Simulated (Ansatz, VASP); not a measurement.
# SnSe2 in two plane-wave programs, part 2 of 2

One calculation is typed for both programs; each brings its own data sets. How far apart do they land? The cell is taken from a series of runs on this material, whose earlier steps may have relaxed, scaled, displaced or heated it; both programs get it as it stands.

VASP 6.6.1 and Ansatz 0.2.0.

So far: Set-up; Ansatz: zone-centre phonons, PBEsol; VASP: zone-centre phonons, PBEsol.

**3. VASP: zone-centre phonons, PBEsol (continued)**

Level of this step: PBEsol; plane waves and PAW (Sn_d, Se) (VASP).

Numbers of over 12 decimals in the logs are rounded to 6 here.

OUTCAR, selected parts (step 3):

```text
ion  position               nearest neighbor table
   1  0.000  0.000  0.334-   2 2.71   3 2.71   3 2.71   2 2.71   3 2.71   2 2.71
   2  0.333  0.667  0.387-   1 2.71   1 2.71   1 2.71
   3  0.667  0.333  0.281-   1 2.71   1 2.71   1 2.71

  LATTYP: Found a hexagonal cell.
 ALAT       =     3.8022403581
 C/A-ratio  =     7.8709384945

 Subroutine GETGRP returns: Found 12 space group operations
 (whereof  6 operations were pure point group operations)

The static configuration has the point symmetry C_3v.
 The point group associated with its full space group is D_3d.

 Found     12 irreducible k-points:

   k-points           NKPTS =     12   k-points in BZ     NKDIM =     12   number of bands    NBANDS=     19

   dimension x,y,z NGX =    28 NGY =   28 NGZ =  224
   dimension x,y,z NGXF=    56 NGYF=   56 NGZF=  448

   ENCUT  =  500.0 eV  36.75 Ry    6.06 a.u.   6.93  6.93 54.56*2*pi/ulx,y,z

   NELECT =      26.0000    total number of electrons

 k-points in reciprocal lattice and weights: Automatic mesh
   0.00000000  0.00000000  0.00000000       0.012
   0.11111111 -0.00000000  0.00000000       0.074
   0.22222222 -0.00000000  0.00000000       0.074
   0.33333333 -0.00000000  0.00000000       0.074
   0.44444444 -0.00000000  0.00000000       0.074
   0.11111111  0.11111111  0.00000000       0.074
   0.22222222  0.11111111  0.00000000       0.148
   0.33333333  0.11111111  0.00000000       0.148
   0.44444444  0.11111111  0.00000000       0.074
   0.22222222  0.22222222  0.00000000       0.074
   0.33333333  0.22222222  0.00000000       0.148
   0.33333333  0.33333333  0.00000000       0.025

 average (electrostatic) potential at core
       1-110.3874       2 -61.1833       3 -61.1833

  Total        0.0471930      0.0471930      0.0515716     -0.0000000      0.0000000      0.0000000
  in kB        0.2017959      0.2017959      0.2205186     -0.0000000      0.0000000      0.0000000
  external PRESSURE =       0.2080368 kB  Pullay stress =       0.0000000 kB

  energy-cutoff  :      500.00
  volume of cell :      374.69
      direct lattice vectors                 reciprocal lattice vectors
     3.802240358  0.000000000  0.000000000     0.263002837  0.151844759  0.000000000
    -1.901120179  3.292836741  0.000000000     0.000000000  0.303689517  0.000000000
     0.000000000  0.000000000 29.927200000     0.000000000  0.000000000  0.033414419

 POSITION                                       TOTAL-FORCE (eV/Angst)
 -----------------------------------------------------------------------------------
      0.00000      0.00000     10.00000         0.000000      0.000000      0.000000
     -0.00000      2.19522     11.58675         0.000000      0.000000      0.020547
      1.90112      1.09761      8.41325        -0.000000      0.000000     -0.020547
 -----------------------------------------------------------------------------------
    total drift:                               -0.000000     -0.000000      0.000055

 Eigenvectors and eigenvalues of the dynamical matrix
 ----------------------------------------------------

   1 f  =    7.759894 THz    48.756853 2PiTHz  258.842205 cm-1    32.092329 meV
             X         Y         Z           dx          dy          dz
      0.000000  0.000000 10.000000     0.000000   -0.000000   -0.755509
     -0.000000  2.195224 11.586752     0.000000   -0.000000    0.463252
      1.901120  1.097612  8.413248    -0.000000    0.000000    0.463252

   2 f  =    5.538996 THz    34.802540 2PiTHz  184.761027 cm-1    22.907438 meV
             X         Y         Z           dx          dy          dz
      0.000000  0.000000 10.000000     0.000000   -0.000000   -0.000000
     -0.000000  2.195224 11.586752     0.000000    0.000000    0.707107
      1.901120  1.097612  8.413248    -0.000000    0.000000   -0.707107

   3 f  =    4.415905 THz    27.745949 2PiTHz  147.298734 cm-1    18.262707 meV
             X         Y         Z           dx          dy          dz
      0.000000  0.000000 10.000000    -0.579958    0.484495   -0.000000
     -0.000000  2.195224 11.586752     0.355398   -0.296898   -0.000000
      1.901120  1.097612  8.413248     0.355398   -0.296898   -0.000000

   4 f  =    4.415905 THz    27.745949 2PiTHz  147.298734 cm-1    18.262707 meV
             X         Y         Z           dx          dy          dz
      0.000000  0.000000 10.000000    -0.484495   -0.579958    0.000000
     -0.000000  2.195224 11.586752     0.296898    0.355398   -0.000000
      1.901120  1.097612  8.413248     0.296898    0.355398   -0.000000

   5 f  =    3.263529 THz    20.505359 2PiTHz  108.859618 cm-1    13.496866 meV
             X         Y         Z           dx          dy          dz
      0.000000  0.000000 10.000000    -0.000000   -0.000000   -0.000000
     -0.000000  2.195224 11.586752    -0.542665    0.453338   -0.000000
      1.901120  1.097612  8.413248     0.542665   -0.453338   -0.000000

   6 f  =    3.263529 THz    20.505359 2PiTHz  108.859618 cm-1    13.496866 meV
             X         Y         Z           dx          dy          dz
      0.000000  0.000000 10.000000     0.000000   -0.000000    0.000000
     -0.000000  2.195224 11.586752     0.453338    0.542665    0.000000
      1.901120  1.097612  8.413248    -0.453338   -0.542665    0.000000

   7 f/i=    0.000599 THz     0.003766 2PiTHz    0.019992 cm-1     0.002479 meV
             X         Y         Z           dx          dy          dz
      0.000000  0.000000 10.000000     0.000000    0.000000   -0.655138
     -0.000000  2.195224 11.586752     0.000000    0.000000   -0.534226
      1.901120  1.097612  8.413248     0.000000    0.000000   -0.534226

   8 f/i=    0.000963 THz     0.006050 2PiTHz    0.032119 cm-1     0.003982 meV
             X         Y         Z           dx          dy          dz
      0.000000  0.000000 10.000000    -0.616381    0.221331   -0.000000
     -0.000000  2.195224 11.586752    -0.502922    0.180590   -0.000000
      1.901120  1.097612  8.413248    -0.502922    0.180590   -0.000000

   9 f/i=    0.000963 THz     0.006050 2PiTHz    0.032119 cm-1     0.003982 meV
             X         Y         Z           dx          dy          dz
      0.000000  0.000000 10.000000     0.221331    0.616381    0.000000
     -0.000000  2.195224 11.586752     0.180590    0.502922    0.000000
      1.901120  1.097612  8.413248     0.180590    0.502922    0.000000

 ELASTIC MODULI CONTR FROM IONIC RELAXATION (kBar)
 Direction    XX          YY          ZZ          XY          YZ          ZX
 --------------------------------------------------------------------------------
 XX         -36.3964    -33.0632    -85.6158      0.0000      9.4899     -0.0000
 YY         -33.0632    -36.3964    -85.6158      0.0000     -9.4899      0.0000
 ZZ         -85.6158    -85.6158   -211.0601      0.0000      0.0000     -0.0000
 XY           0.0000      0.0000      0.0000     -1.6666      0.0000     11.9618
 YZ           9.4899     -9.4899      0.0000      0.0000    -54.0373      0.0000
 ZX          -0.0000      0.0000     -0.0000     11.9618      0.0000    -85.8539
 --------------------------------------------------------------------------------
```

**4. Differences**

Known differences besides the potentials themselves: fixed occupations in Ansatz, narrow Gaussian smearing in VASP; Ansatz cuts the interaction across the vacuum, VASP repeats the sheet without a dipole correction; the data sets hold 46 valence electrons in Ansatz (on its default PAW (the set named soft_2) files) and 26 in VASP; the cutoff is 420 eV in Ansatz and 500 eV in VASP; Ansatz makes its cores anew for this functional, VASP keeps those of its PBE data sets. Total energies have different zeros and are not compared.

Both answers:

```tsv
quantity	Ansatz	VASP	difference
optical mode 1 to 2 (cm⁻¹)	108.7	108.9	-0.13 %
optical mode 3 to 4 (cm⁻¹)	146.7	147.3	-0.43 %
optical mode 5 (cm⁻¹)	184.3	184.8	-0.24 %
optical mode 6 (cm⁻¹)	258.1	258.8	-0.31 %
```

Modes are paired by rising frequency, not by their patterns, so a pair may set unlike modes beside each other; they are those without the splitting of longitudinal modes. Where the cell holds vacuum, a pressure given here is an average over it and none of the material.

**5. What came out**

```json
{
  "r.m.s. difference of the optical zone-centre modes, each program's sorted by frequency (zone-centre phonons, PBEsol)": "0.53 cm⁻¹"
}
```

**Reading.** The r.m.s. difference of the optical zone-centre modes, each program's sorted by frequency is 0.53 cm⁻¹ (zone-centre phonons, PBEsol). The data sets hold unlike numbers of valence electrons (46 in Ansatz and 26 in VASP), so part of the differences may come from the potentials. Such differences can come from data sets, numerical settings and the points named under the comparisons, not from the functional's error against experiment.

[Lines on the potential files, build, host, timing and source positions are cut from VASP's logs without a mark.]

[Logs are printed without paths, hosts, clocks, repeated set-up lines and the standing remarks that a program may print on its own settings, such as how far it seeks lower states.]

[Hosts, paths, dates, database ids (printed as entryN), source tags and the programs' standing remarks are cut or masked in the printed files.]
